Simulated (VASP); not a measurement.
Consider the following.

```yaml
crystal:
  lattice:
    - [-2.61184, 2.61184, 1.39016]
    - [2.61184, -2.61184, 1.39016]
    - [2.61184, 2.61184, -1.39016]
  atoms:
    - { symbol: Ta, position: [0.75000, 0.25000, 0.50000] }
    - { symbol: Ta, position: [0.00000, 0.00000, 0.00000] }
```

Calculation: PBEsol GGA, VASP's PBE PAW potentials (set 64) (plane waves; VASP). Run with 400 eV cut-off, Gaussian smearing of 0.050 eV, potentials Ta_pv.

Unless said otherwise, spin-orbit coupling is left out, though it shifts the bands of the heavy elements here.

Problem. What does the run give for the band gap (along the path) with the smallest direct gap where there is one?

Solution. 
```
Item                                                          Value
-------------------------  ----------------------------------------
band gap (along the path)  none (metal, semimetal or under 0.01 eV)
```

Only differences to runs with the same potentials and settings are physical.

The structure was generated: Ta was put into the beta-Sn type (I4_1/amd), which need not be its known phase. It was relaxed first.
